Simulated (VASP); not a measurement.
Consider the following.

```yaml
crystal:
  lattice:
    - [3.92453, 0.00000, 0.00000]
    - [0.00000, 3.92453, 0.00000]
    - [0.00000, 0.00000, 3.92453]
  atoms:
    - { symbol: Ti, position: [0.00000, 0.00000, 0.00000] }
    - { symbol: Pt, position: [0.50000, 0.50000, 0.00000] }
    - { symbol: Pt, position: [0.00000, 0.50000, 0.50000] }
    - { symbol: Pt, position: [0.50000, 0.00000, 0.50000] }
```

All values below come from PBE GGA, VASP's PBE PAW potentials (set 64) (plane waves; VASP 6.6.1). Numerical set-up: 300 eV cut-off, 6×6×6 Γ-centred mesh, Gaussian smearing of 0.10 eV, potentials Ti_sv Pt.

Problem. Give the energies of bands 11 to 24 at the high-symmetry points, in eV from the Fermi level.

Solution. 
```csv
band,Γ,X,M,R
11,-6.58,-4.98,-4.74,-4.40
12,-3.56,-4.59,-4.74,-3.58
13,-3.56,-4.30,-4.28,-3.58
14,-3.56,-4.30,-4.28,-3.58
15,-1.68,-3.52,-4.05,-3.00
16,-1.68,-3.06,-3.14,-3.00
17,-0.56,-2.64,-3.07,-0.92
18,-0.01,-2.64,-3.07,-0.68
19,-0.01,-2.58,-2.41,-0.68
20,-0.01,-1.38,-2.28,-0.68
21,1.30,-0.24,-2.23,-0.49
22,1.30,-0.24,0.17,-0.49
23,1.56,-0.01,0.17,-0.49
24,1.56,0.42,0.32,1.12
```

It has no gap at this level: it comes out as a metal or semimetal.

The structure comes from a computed database's TiPt3 entry; how it stands against other phases isn't given here. The cell was not relaxed at this level.
